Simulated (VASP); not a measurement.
# A VASP study of TePd (LDA): structure first, properties next, part 2 of 2

Aim: relax TePd with LDA, compute its properties on that cell and hold them against experiment. The start is a cell from a database of measured crystal structures.

VASP 6.6.1, plane waves and PAW; the level of theory is named at each step.

So far. Step 7 (Vibrations at Γ (LDA)): The three acoustic modes lie within 0.1 cm⁻¹ of zero, and all others are real. By the characters of their eigenvectors the optical modes sort into (cm⁻¹) Raman active: E2g 109; infrared active: A2u 120, E1u 139; silent: E2u 79, Bg 132, Bu 190. B labels carry no number here, since it depends on the setting of the axes. With a centre of inversion no mode is active in both. The relaxed cell has a = 4.129, c = 5.559 Å (conventional setting).

## (9) Band structure (LDA + SOC)

This step: LDA, spin-orbit coupling; plane waves and PAW (Te, Pd) (VASP 6.6.1).

Levels along the symmetry lines show where the bands peak and cross; KPOINTS_OPT computes them in the converged potential. Spin-orbit coupling needs spinors and the noncollinear program, where each band holds one electron.

Input file INCAR:

```
SYSTEM = TePd
PREC = Accurate
ENCUT = 400
EDIFF = 1E-06
NELM = 100
ISMEAR = 0
SIGMA = 0.05
LREAL = .FALSE.
ALGO = Normal
GGA = CA
LNONCOLLINEAR = .TRUE.
MAGMOM = 0 0 0 0 0 0 0 0 0 0 0 0
NBANDS = 44
GGA_COMPAT = .FALSE.
LASPH = .TRUE.
LSORBIT = .TRUE.
LMAXMIX = 4
LORBIT = 11
LWAVE = .FALSE.
LCHARG = .FALSE.
KPAR = 4
```

Input file POSCAR:

```
TePd
1.0
    4.1285362154      0.0000000000      0.0000000000
   -2.0642681077      3.5754172431      0.0000000000
    0.0000000000      0.0000000000      5.5586431959
Te Pd
2 2
Direct
    0.3333333333      0.6666666667      0.2500000000
    0.6666666667      0.3333333333      0.7500000000
    0.0000000000      0.0000000000      0.0000000000
    0.0000000000      0.0000000000      0.5000000000
```

Input file KPOINTS:

```
Automatic mesh
0
Gamma
5 5 4
0 0 0
```

Input file KPOINTS_OPT:

```
Line mode
16
Line-mode
Reciprocal
  0.00000000   0.00000000   0.00000000 GAMMA
  0.50000000   0.00000000   0.00000000 M

  0.50000000   0.00000000   0.00000000 M
  0.33333333   0.33333333   0.00000000 K

  0.33333333   0.33333333   0.00000000 K
  0.00000000   0.00000000   0.00000000 GAMMA

  0.00000000   0.00000000   0.00000000 GAMMA
  0.00000000   0.00000000   0.50000000 A

  0.00000000   0.00000000   0.50000000 A
  0.50000000   0.00000000   0.50000000 L

  0.50000000   0.00000000   0.50000000 L
  0.33333333   0.33333333   0.50000000 H

  0.33333333   0.33333333   0.50000000 H
  0.00000000   0.00000000   0.50000000 A

  0.50000000   0.00000000   0.50000000 L
  0.50000000   0.00000000   0.00000000 M

  0.33333333   0.33333333   0.00000000 K
  0.33333333   0.33333333   0.50000000 H
```

Potentials, in the order of the species: Te and Pd (LDA family, release 64).

Started as:

```bash
> mpirun -np 4 vasp_ncl
```

The job ended after 2.5 min (4 MPI ranks of AMD EPYC 7R32 (Zen 2), shared host; peak memory 1.2 GiB; 8.9 min of CPU time).

This step gave:

| Property | Result |
| --- | --- |
| SCF cycles | 13 |
| bands | 44 |
| irreducible k-points | 15 |
| free energy (TOTEN) | -22.41 eV |
| energy at zero smearing | -22.41 eV |
| Fermi energy | 9.587 eV |
| pressure | -0.01246 GPa |

On-site spin-orbit energy by atom:

```tsv
atom	on-site spin-orbit energy (eV)
Te1	-0.219
Te2	-0.219
Pd3	-0.060
Pd4	-0.060
```

The electronic bands at the labelled points (eV, zero at the Fermi level; # counts the bands kept):

```tsv
point	#25	#26	#27	#28	#29	#30	#31	#32
Γ	-0.17	-0.17	0.65	0.65	1.70	1.70	1.94	1.94
0.53 of the way	-0.79	-0.79	-0.41	-0.41	0.99	0.99	1.93	1.93
M	-2.18	-2.18	-1.59	-1.59	0.92	0.92	2.32	2.32
0.53 of the way	-2.17	-2.17	-1.01	-1.01	0.13	0.13	0.64	0.64
K	-1.29	-1.29	-1.15	-1.15	-0.51	-0.51	-0.46	-0.46
0.53 of the way	-0.70	-0.70	0.41	0.41	0.65	0.65	0.97	0.97
Γ	-0.17	-0.17	0.65	0.65	1.70	1.70	1.94	1.94
0.53 of the way	-0.28	-0.28	0.05	0.05	1.42	1.42	1.72	1.72
A	0.67	0.67	0.67	0.67	1.08	1.08	1.08	1.08
0.53 of the way	-0.37	-0.37	-0.37	-0.37	0.16	0.16	0.16	0.16
L	-0.51	-0.51	-0.51	-0.51	0.49	0.49	0.49	0.49
0.47 of the way	-1.45	-1.45	-1.44	-1.44	1.46	1.46	1.66	1.66
H	-2.12	-2.12	-1.97	-1.97	2.09	2.09	2.29	2.29
0.53 of the way	-1.30	-1.30	-1.15	-1.15	0.53	0.53	0.74	0.74
A	0.67	0.67	0.67	0.67	1.08	1.08	1.08	1.08
jump to L	-0.51	-0.51	-0.51	-0.51	0.49	0.49	0.49	0.49
0.53 of the way	-1.77	-1.77	-0.99	-0.99	1.08	1.08	1.33	1.33
M	-2.18	-2.18	-1.59	-1.59	0.92	0.92	2.32	2.32
jump to K	-1.29	-1.29	-1.15	-1.15	-0.51	-0.51	-0.46	-0.46
0.53 of the way	-1.90	-1.90	-1.73	-1.73	0.91	0.91	1.01	1.01
H	-2.12	-2.12	-1.97	-1.97	2.09	2.09	2.29	2.29
```

Of the projections kept (Te, Pd), the largest for each band there; the rest of the weight can lie on other orbitals:

```tsv
point	#25	#26	#27	#28	#29	#30	#31	#32
Γ	Pd 0.93	Pd 0.93	Te 0.96	Te 0.96	Pd 0.59	Pd 0.59	Pd 0.54	Pd 0.54
M	Pd 0.99	Pd 0.99	Pd 0.84	Pd 0.84	Pd 0.74	Pd 0.74	Te 0.57	Te 0.57
K	Pd 0.72	Pd 0.72	Pd 0.76	Pd 0.76	Pd 0.69	Pd 0.69	Pd 0.67	Pd 0.67
Γ	Pd 0.93	Pd 0.93	Te 0.96	Te 0.96	Pd 0.59	Pd 0.59	Pd 0.54	Pd 0.54
A	Pd 0.53	Pd 0.53	Pd 0.53	Pd 0.53	Te 0.52	Te 0.52	Te 0.52	Te 0.52
L	Pd 0.65	Pd 0.65	Pd 0.65	Pd 0.65	Pd 0.58	Pd 0.58	Pd 0.58	Pd 0.58
```

There is no gap at this level.

Of the bands kept, 8 cross the Fermi level on this path (spinor bands, one electron each).

## (10) Results

```
relaxed volume                            : 20.51 Å³/atom
relaxed conventional cell a, b, c         : 4.129, 4.129, 5.559 Å; angles 90.0, 90.0, 120.0°
space group after relaxing, within 0.02 Å : P6_3/mmc (No. 194)
band gap                                  : none, a metal
DOS at the Fermi level                    : 1.71 states/eV/cell
highest zone-centre mode                  : 190 cm⁻¹
shallowest level of the frozen cores      : Te1 4d, 37.4 eV deep
band gap (LDA + SOC)                      : none, a metal
```

With LDA, TePd relaxes to 20.51 Å³/atom in space group P6_3/mmc (held by the symmetry of the run) and comes out as a metal. Against the listed cell the volume lies -3.1 % (a -0.6 %, c -2.0 %). Band structure (LDA): Of the bands kept, 4 cross the Fermi level on this path. Vibrations at Γ (LDA): The highest mode in this list at Γ, 190.0 cm⁻¹, is mostly motion of Pd (100 % of the kinetic energy). Band structure (LDA + SOC): Of the bands kept, 8 cross the Fermi level on this path (spinor bands, one electron each). The k-sampling is coarse for a metal, so the Fermi level, pressures and the shape of the cell carry errors. Modes at Γ alone can't show that the crystal is stable at other wave vectors. No search among competing phases was made, and a listed structure need not be the one stable at ambient conditions. All values are for a static lattice at zero temperature.

Comparison with the measured values:

| quantity | measured | LDA |
| --- | --- | --- |
| lattice constant a (Å) | 4.152 | 4.129 (-0.6 %) |
| lattice constant c (Å) | 5.671 | 5.559 (-2.0 %) |

Measured values from pmc:10133450 (2023).

How well it matches: The lattice constant a is off by -0.6 %: good agreement. The lattice constant c is off by -2.0 %: fair agreement. The grades are ours: good and fair within 0.7 and 1.5 % for the lattice constant a and 0.8 and 2 % for the lattice constant c. Zero-point motion and thermal expansion are not in the computed lattice constants.

[Lines on the potential files, build, host, timing and source positions are cut from VASP's logs without a mark.]

[Logs are printed without paths, hosts, clocks, repeated set-up lines and the standing remarks that a program may print on its own settings, such as how far it seeks lower states.]

[Hosts, paths, dates, database ids (printed as entryN), source tags and the programs' standing remarks are cut or masked in the printed files.]

[A measured line is paired with the nearest computed mode of its activity, which favours agreement.]
